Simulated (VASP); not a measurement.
# Y2C in VASP: a series of runs

The runs below take Y2C through single point, with PBEsol.

All numbers are computed with VASP 6.6.1; they aren't measurements. Logs are shortened: lines on timing, memory, paths and dates and some standing lists are left out, and cuts for length are marked.

## 1. Starting point

The cell holds a slab with vacuum, 6 atoms: a = 3.625 Å, b = 3.625 Å, c = 23.697 Å, α = 90.00°, β = 90.00°, γ = 120.00°.

## 2. Single point, PBEsol

Contents of INCAR:

```
  PREC = Accurate
  ENCUT = 460
  EDIFF = 1E-7
  ISMEAR = 1
  SIGMA = 0.1
  LREAL = F
  LASPH = T
  NELM = 120
  ALGO = Normal
  ISIF = 2
  LWAVE = F
  LCHARG = F
  GGA = PS
  NBANDS = 40
  LVHAR = T
  LVACPOTAV = T
  IDIPOL = 3
```

Contents of KPOINTS:

```
Automatic mesh
0
Gamma
  13 13 1
```

Contents of POSCAR:

```
Y2C
1.0
    3.6248384738      0.0000000000      0.0000000000
   -1.8124192369      3.1392022029      0.0000000000
    0.0000000000      0.0000000000     23.6970909600
Y C
4 2
Direct
    0.0000000000      0.0000000000      0.3164945441
    0.3333333333      0.6666666667      0.4308162119
    0.6666666667      0.3333333333      0.5691837881
    0.0000000000      0.0000000000      0.6835054559
    0.6666666667      0.3333333333      0.3736553780
    0.3333333333      0.6666666667      0.6263446220
```

Potentials or basis: VASP PAW PBE potentials, release 64 (Y_sv, C).

On the command line:

```bash
> cat potpaw_PBE.64/Y_sv/POTCAR potpaw_PBE.64/C/POTCAR > POTCAR
> mpirun -np 1 vasp_std > vasp.out
```

OUTCAR:

```text
PREC = Accurate
   ENCUT = 460
   EDIFF = 1E-7
   ISMEAR = 1
   LREAL = F
   LASPH = T
   NELM = 120
   ISIF = 2
   GGA = PS

 Found     21 irreducible k-points:

 Following reciprocal coordinates:
            Coordinates               Weight
  0.000000  0.000000  0.000000      1.000000
  0.076923 -0.000000  0.000000      6.000000
  0.153846 -0.000000  0.000000      6.000000
  0.230769  0.000000  0.000000      6.000000
  0.307692 -0.000000  0.000000      6.000000
  0.384615  0.000000  0.000000      6.000000
   k-points           NKPTS =     21   k-points in BZ     NKDIM =     21   number of bands    NBANDS=     40
   number of dos      NEDOS =    301   number of ions     NIONS =      6
   total plane-waves  NPLWV = 131712
   dimension x,y,z NGX =    28 NGY =   28 NGZ =  168
   dimension x,y,z NGXF=    56 NGYF=   56 NGZF=  336
   ions per type =               4   2
   NGX,Y,Z   is equivalent  to a cutoff of  12.84, 12.84, 11.79 a.u.
   NGXF,Y,Z  is equivalent  to a cutoff of  25.68, 25.68, 23.57 a.u.
 SYSTEM =  unknown system
   PREC   = accura    normal or accurate (medium, high low for compatibility)
   ISTART =      0    job   : 0-new  1-cont  2-samecut
   ICHARG =      2    charge: 1-file 2-atom 10-const
   ISPIN  =      1    spin polarized calculation?
   LNONCOLLINEAR =      F non collinear calculations
   LSORBIT =      F    spin-orbit coupling
   LASPH  =      T    aspherical Exc in radial PAW
   ENCUT  =  460.0 eV  33.81 Ry    5.81 a.u.   6.34  6.34 41.44*2*pi/ulx,y,z
   NELM   =    120;   NELMIN=  2; NELMDL= -5     # of ELM steps
   EDIFF  = 0.1E-06   stopping-criterion for ELM
   LREAL  =      F    real-space projection
   EDIFFG = 0.1E-05   stopping-criterion for IOM
   NSW    =      0    number of steps for IOM
   IBRION =     -1    ionic relax: 0-MD 1-quasi-New 2-CG
   NFREE  =      0    steps in history (QN), initial steepest desc. (CG)
   ISIF   =      2    stress and relaxation
   ISYM   =      2    0-nonsym 1-usesym 2-fastsym
   POTIM  = 0.5000    time-step for ionic-motion
   TEBEG  =    0.0;   TEEND  =   0.0 temperature during run
   PSTRESS=    0.0 pullay stress
   NELECT =      52.0000    total number of electrons
   NUPDOWN=      -1.0000    fix difference up-down
   EMIN   =  10.00;   EMAX   =-10.00  energy-range for DOS
   EFERMI =   0.00;   METHOD = LEGACY
   ISMEAR =     1;   SIGMA  =   0.10  broadening in eV -4-tet -1-fermi 0-gaus
   EFERMI_NEDOS =   21; number of points for ismear=-14 and -15
   IALGO  =     38    algorithm
   IMIX   =      4    mixing-type and parameters
     AMIX     =   0.40;   BMIX     =  1.00
     AMIX_MAG =   1.60;   BMIX_MAG =  1.00
  volume/ion in A,a.u.               =      44.94       303.28
  Fermi-wavevector in a.u.,A,eV,Ry     =   0.945820  1.787340 12.171426  0.894575
  Thomas-Fermi vector in A             =   2.073758
   LORBIT       =      0    0 simple, 1 ext, 2 COOP (PROOUT), +10 PAW based schemes
   GGA     = PS    functional components
   LHFCALC =     F    Hartree Fock is set to
   AEXX    =    0.0000 exact exchange contribution
   IVDW    =     0    specifies the selected vdW correction
   LEPSILON=     F    determine dielectric tensor
   LRPA    =     F    only Hartree local field effects (RPA)
 non-spin polarized calculation
 Methfessel and Paxton  Order N= 1 SIGMA  =   0.10
  energy-cutoff  :      460.00
  volume of cell :      269.65
 maximum number of plane-waves:      6083
 NGX is ok and might be reduce to    28
   NGX = 13   NGY = 13   NGZ = 83

 number of electron      51.9999999 magnetization

 Free energy of the ion-electron system (eV)
  ---------------------------------------------------
  ext. energy  EPLUGINS =         0.00000000
  ---------------------------------------------------
  free energy    TOTEN  =       -47.25881754 eV

  energy without entropy =      -47.25695570  energy(sigma->0) =      -47.25819693

 E-fermi :  -0.0649     XC(G=0):  -5.8233

 val. band max:       -0.0789849266   @ k =   0.2308   0.0769   0.0000
 cond. band min:      -0.0580347492   @ k =   0.1538   0.1538   0.0000
 fundamental gap:      0.0209501774
 Fermi energy:        -0.0648894385

 k-point     1 :       0.0000    0.0000    0.0000
  band No.  band energies     occupation
      1     -42.4396      2.00000
      2     -42.4396      2.00000
      3     -41.9556      2.00000
      4     -41.9437      2.00000
      5     -22.6810      2.00000
      6     -22.6641      2.00000
[... 30 lines left out ...]
     37       3.4663      0.00000
     38       3.5410      0.00000

 k-point     2 :       0.0769   -0.0000    0.0000
  band No.  band energies     occupation
      1     -42.4372      2.00000
      2     -42.4372      2.00000
      3     -41.9532      2.00000
      4     -41.9416      2.00000
      5     -22.6742      2.00000
      6     -22.6587      2.00000
[... 30 lines left out ...]
     37       3.4108      0.00000
     38       3.5718      0.00000

 k-point     3 :       0.1538   -0.0000    0.0000
  band No.  band energies     occupation
      1     -42.4304      2.00000
      2     -42.4304      2.00000
      3     -41.9464      2.00000
      4     -41.9357      2.00000
      5     -22.6562      2.00000
      6     -22.6446      2.00000
[... 30 lines left out ...]
     37       3.5697      0.00000
     38       3.6374      0.00000

 k-point     4 :       0.2308    0.0000    0.0000
  band No.  band energies     occupation
      1     -42.4209      2.00000
      2     -42.4209      2.00000
      3     -41.9368      2.00000
      4     -41.9275      2.00000
      5     -22.6352      2.00000
      6     -22.6287      2.00000
[... 30 lines left out ...]
     37       3.7054      0.00000
     38       3.7888      0.00000

 k-point     5 :       0.3077   -0.0000    0.0000
  band No.  band energies     occupation
      1     -42.4107      2.00000
      2     -42.4107      2.00000
      3     -41.9265      2.00000
      4     -41.9190      2.00000
      5     -22.6380      2.00000
      6     -22.6366      2.00000
[... 30 lines left out ...]
     37       3.9162      0.00000
     38       4.2728      0.00000

 k-point     6 :       0.3846    0.0000    0.0000
  band No.  band energies     occupation
      1     -42.4023      2.00000
      2     -42.4023      2.00000
      3     -41.9176      2.00000
      4     -41.9121      2.00000
      5     -22.6979      2.00000
      6     -22.6963      2.00000
[... 30 lines left out ...]
     37       4.2916      0.00000
     38       4.4901      0.00000

 [... further k-points ...]

 [bands above 38 left out]

------------------------ aborting loop because EDIFF is reached ----------------------------------------

 dipolmoment           0.000000      0.000000     -0.000000 electrons x Angstroem

  FORCE on cell =-STRESS in cart. coord.  units (eV):
  Direction    XX          YY          ZZ          XY          YZ          ZX
  --------------------------------------------------------------------------------------
  -------------------------------------------------------------------------------------
  Total       -4.4571988     -4.4571988     -2.8161708     -0.0000000     -0.0000000     -0.0000000
  in kB      -26.4831477    -26.4831477    -16.7327219     -0.0000000     -0.0000000     -0.0000000
  external PRESSURE =     -23.2330058 kB  Pullay stress =       0.0000000 kB

 VOLUME and BASIS-vectors are now :
 -----------------------------------------------------------------------------
  energy-cutoff  :      460.00
  volume of cell :      269.65
      direct lattice vectors                 reciprocal lattice vectors
     3.624838474  0.000000000  0.000000000     0.275874362  0.159276137  0.000000000
    -1.812419237  3.139202203  0.000000000     0.000000000  0.318552274  0.000000000
     0.000000000  0.000000000 23.697090960     0.000000000  0.000000000  0.042199273

 POSITION                                       TOTAL-FORCE (eV/Angst)
 -----------------------------------------------------------------------------------
      0.00000      0.00000      7.50000        -0.000000      0.000000      0.836330
     -0.00000      2.09280     10.20909        -0.000000     -0.000000     -0.353515
      1.81242      1.04640     13.48800         0.000000     -0.000000      0.353515
      0.00000      0.00000     16.19709        -0.000000      0.000000     -0.836330
      1.81242      1.04640      8.85455        -0.000000     -0.000000     -0.561965
     -0.00000      2.09280     14.84255         0.000000      0.000000      0.561965
 -----------------------------------------------------------------------------------
    total drift:                               -0.000000      0.000000     -0.000000

  FREE ENERGIE OF THE ION-ELECTRON SYSTEM (eV)
  ---------------------------------------------------
  free  energy   TOTEN  =       -47.2588175407 eV

  energy  without entropy=      -47.2569556997  energy(sigma->0) =      -47.25819693
```

Wall time 3.8 min (1 thread of Intel Xeon 6975P-C (Granite Rapids), shared host); peak memory 0.44 GiB.

The run converged, but some of its settings lie outside the range that counts as converged, so its numbers aren't taken as properties of the slab.

What came out:

| Quantity | Value |
| --- | --- |
| Free energy | -47.2588 eV |
| Largest force | 0.836 eV/Å |
| Band gap on the k mesh | none (metal or under the smearing width) |

Caveat: the cutoff is under 1.25 times the usual one of these potentials, so pressure, stress and relaxed cells hold a basis-set (Pulay) error; the PAW data sets were made with another functional, which shifts forces and pressure a little.

## 3. Single point, PBEsol

This run uses another cell than the first one, of 39.25 Å³/atom, 0.873 times its volume.

Contents of INCAR:

```
  PREC = Accurate
  ENCUT = 650
  EDIFF = 1E-7
  ISMEAR = 1
  SIGMA = 0.1
  LREAL = F
  LASPH = T
  NELM = 120
  ALGO = Normal
  ISIF = 2
  LWAVE = F
  LCHARG = F
  LDIPOL = T
  IDIPOL = 3
  DIPOL = 0.5 0.5 0.500
  GGA = PS
  NBANDS = 40
  LVHAR = T
  LVACPOTAV = T
```

KPOINTS is that of step 2.

Contents of POSCAR:

```
Y2C
1.0
    3.6248384738      0.0000000000      0.0000000000
   -1.8124192369      3.1392022029      0.0000000000
    0.0000000000      0.0000000000     20.6970909600
Y C
4 2
Direct
    0.0000000000      0.0000000000      0.2898958125
    0.3333333333      0.6666666667      0.4207881666
    0.6666666667      0.3333333333      0.5792118334
    0.0000000000      0.0000000000      0.7101041875
    0.6666666667      0.3333333333      0.3553419896
    0.3333333333      0.6666666667      0.6446580104
```

Potentials or basis: VASP PAW PBE potentials, release 64 (Y_sv, C).

On the command line:

```bash
> cat potpaw_PBE.64/Y_sv/POTCAR potpaw_PBE.64/C/POTCAR > POTCAR
> mpirun -np 1 vasp_std > vasp.out
```

Run time: 4.5 min. Hardware: 1 thread of Intel Xeon 6975P-C (Granite Rapids), shared host; peak memory 0.55 GiB.

The run converged, but some of its settings lie outside the range that counts as converged, so its numbers aren't taken as properties of the slab.

What came out:

```
Free energy            : -47.2584 eV
Largest force          : 0.837 eV/Å
Band gap on the k mesh : none (metal or under the smearing width)
```

Caveat: the PAW data sets were made with another functional, which shifts forces and pressure a little.

## 4. Single point, PBEsol

This run uses another cell than the first one, of 58.22 Å³/atom, 1.295 times its volume.

Contents of INCAR:

```
SYSTEM = Y2C
  PREC = Accurate
  ENCUT = 750
  EDIFF = 1E-8
  ISMEAR = 1
  SIGMA = 0.1
  LREAL = .FALSE.
  LASPH = .TRUE.
  NELM = 120
  ALGO = Normal
  ISIF = 2
  LWAVE = .FALSE.
  LCHARG = .FALSE.
  LDIPOL = .TRUE.
  IDIPOL = 3
  DIPOL = 0.5 0.5 0.500
  GGA = PS
  NBANDS = 40
  LVHAR = .TRUE.
  LVACPOTAV = .TRUE.
```

Contents of KPOINTS:

```
Automatic mesh
0
G
  21 21 1
  0 0 0
```

Contents of POSCAR:

```
Y2C
1.0
    3.6248384738      0.0000000000      0.0000000000
   -1.8124192369      3.1392022029      0.0000000000
    0.0000000000      0.0000000000     30.6970909600
Y C
4 2
Direct
    0.0000000000      0.0000000000      0.3583401442
    0.3333333333      0.6666666667      0.4465925119
    0.6666666667      0.3333333333      0.5534074881
    0.0000000000      0.0000000000      0.6416598558
    0.6666666667      0.3333333333      0.4024663280
    0.3333333333      0.6666666667      0.5975336720
```

On the command line:

```bash
> cat potpaw_PBE.64/Y_sv/POTCAR potpaw_PBE.64/C/POTCAR > POTCAR
> mpirun -np 1 vasp_std > vasp.out
```

Run time: 62 min. Hardware: 1 thread of Intel Xeon Platinum 8175M at 2.50GHz (Skylake/Cascade Lake), shared host; peak memory 1.2 GiB.

Results (log left out):

```yaml
Free_energy: -47.2599 eV
Largest_force: 0.819 eV/Å
Band_gap_on_the_k_mesh: none (metal or under the smearing width)
Work_function_of_the_upper_face: 3.90 eV
Work_function_of_the_lower_face: 3.90 eV
```

Forces in eV/Å, atoms in the order of the input:
```
Y    0.000  0.000  0.819
Y    0.000  0.000 -0.347
Y    0.000  0.000  0.347
Y    0.000  0.000 -0.819
C    0.000  0.000 -0.549
C    0.000  0.000  0.549
```

Levels at points of the mesh, in eV from the Fermi level:
```csv
k point,band 22,band 23,band 24,band 25,band 26,band 27,band 28,band 29,band 30,band 31
"(0.00, 0.00, 0.00)",-1.43,-1.43,-1.40,-1.40,-0.74,-0.35,1.18,1.76,1.99,1.99
```

Caveat: the PAW data sets were made with another functional, which shifts forces and pressure a little.

## 5. Single point, PBEsol

This run uses another cell than the first one, of 39.25 Å³/atom, 0.873 times its volume.

INCAR: that of step 4 with these lines changed.

```diff
@@ -2,4 +2,4 @@
   PREC = Accurate
-  ENCUT = 750
-  EDIFF = 1E-8
+  ENCUT = 340
+  EDIFF = 1E-7
   ISMEAR = 1
```

Contents of KPOINTS:

```
Automatic mesh
0
G
  7 7 1
  0 0 0
```

Contents of POSCAR:

```
Y2C
1.0
    3.6248384738      0.0000000000      0.0000000000
   -1.8124192369      3.1392022029      0.0000000000
    0.0000000000      0.0000000000     20.6970909600
Y C
4 2
Direct
    0.0000000000      0.0000000000      0.2898958125
    0.3333333333      0.6666666667      0.4207881666
    0.6666666667      0.3333333333      0.5792118334
    0.0000000000      0.0000000000      0.7101041875
    0.6666666667      0.3333333333      0.3553419896
    0.3333333333      0.6666666667      0.6446580104
```

Potentials or basis: VASP PAW PBE potentials, release 64 (Y_sv, C).

On the command line:

```bash
> cat potpaw_PBE.64/Y_sv/POTCAR potpaw_PBE.64/C/POTCAR > POTCAR
> mpirun -np 1 vasp_std > vasp.out
```

OUTCAR:

```text
SYSTEM = Y2C
   PREC = Accurate
   ENCUT = 340
   EDIFF = 1E-7
   ISMEAR = 1
   LREAL = .FALSE.
   LASPH = .TRUE.
   NELM = 120
   ISIF = 2
   GGA = PS

 Found      8 irreducible k-points:

 Following reciprocal coordinates:
            Coordinates               Weight
  0.000000  0.000000  0.000000      1.000000
  0.142857 -0.000000  0.000000      6.000000
  0.285714 -0.000000  0.000000      6.000000
  0.428571 -0.000000  0.000000      6.000000
  0.142857  0.142857  0.000000      6.000000
[... 333 lines left out ...]
  -------------------------------------------------------------------------------------
  Total       -5.3980590     -5.3980590     -3.7924697     -0.0000000      0.0000000      0.0000000
  in kB      -36.7223910    -36.7223910    -25.7997469     -0.0000000      0.0000000      0.0000000
  external PRESSURE =     -33.0815097 kB  Pullay stress =       0.0000000 kB

 VOLUME and BASIS-vectors are now :
 -----------------------------------------------------------------------------
  energy-cutoff  :      340.00
  volume of cell :      235.51
      direct lattice vectors                 reciprocal lattice vectors
     3.624838474  0.000000000  0.000000000     0.275874362  0.159276137  0.000000000
    -1.812419237  3.139202203  0.000000000     0.000000000  0.318552274  0.000000000
     0.000000000  0.000000000 20.697090960     0.000000000  0.000000000  0.048315969

 POSITION                                       TOTAL-FORCE (eV/Angst)
 -----------------------------------------------------------------------------------
      0.00000      0.00000      6.00000         0.000000     -0.000000      0.807897
     -0.00000      2.09280      8.70909        -0.000000      0.000000     -0.384052
      1.81242      1.04640     11.98800         0.000000     -0.000000      0.384052
      0.00000      0.00000     14.69709         0.000000      0.000000     -0.807897
      1.81242      1.04640      7.35455        -0.000000     -0.000000     -0.509409
     -0.00000      2.09280     13.34255         0.000000      0.000000      0.509409
 -----------------------------------------------------------------------------------
    total drift:                                0.000000     -0.000000      0.000000

  FREE ENERGIE OF THE ION-ELECTRON SYSTEM (eV)
  ---------------------------------------------------
  free  energy   TOTEN  =       -47.2462460189 eV

  energy  without entropy=      -47.2255734819  energy(sigma->0) =      -47.23935517
```

OSZICAR:

```text
N       E                     dE             d eps       ncg     rms          rms(c)
DAV:   1     0.237138694845E+03    0.23714E+03   -0.20579E+04   736   0.866E+02
DAV:   2    -0.275633526166E+02   -0.26470E+03   -0.25225E+03   760   0.256E+02
DAV:   3    -0.568713782612E+02   -0.29308E+02   -0.28909E+02   984   0.560E+01
[... 15 lines left out ...]
DAV:  19    -0.472461979537E+02    0.15556E-04   -0.41833E-05   872   0.171E-02    0.174E-01
DAV:  20    -0.472462061864E+02   -0.82327E-05   -0.17286E-05   856   0.122E-02    0.885E-02
DAV:  21    -0.472462453044E+02   -0.39118E-04   -0.54661E-05   712   0.171E-02    0.517E-02
DAV:  22    -0.472462459320E+02   -0.62759E-06   -0.55577E-06   840   0.768E-03    0.189E-02
DAV:  23    -0.472462460189E+02   -0.86899E-07   -0.92964E-07   760   0.375E-03
   1 F= -.47246246E+02 E0= -.47239355E+02  d E =-.206725E-01
```

It took 2.6 min on 1 thread of Intel Xeon Platinum 8175M at 2.50GHz (Skylake/Cascade Lake), shared host; peak memory 0.26 GiB.

The run converged, but a check on its numbers failed (symmetry, net force, bounds or a known fault of this set-up), so they aren't taken as properties of the slab.

Caveat: the cutoff lies under the usual one of these potentials, so the numbers hold a large basis-set error; the PAW data sets were made with another functional, which shifts forces and pressure a little.
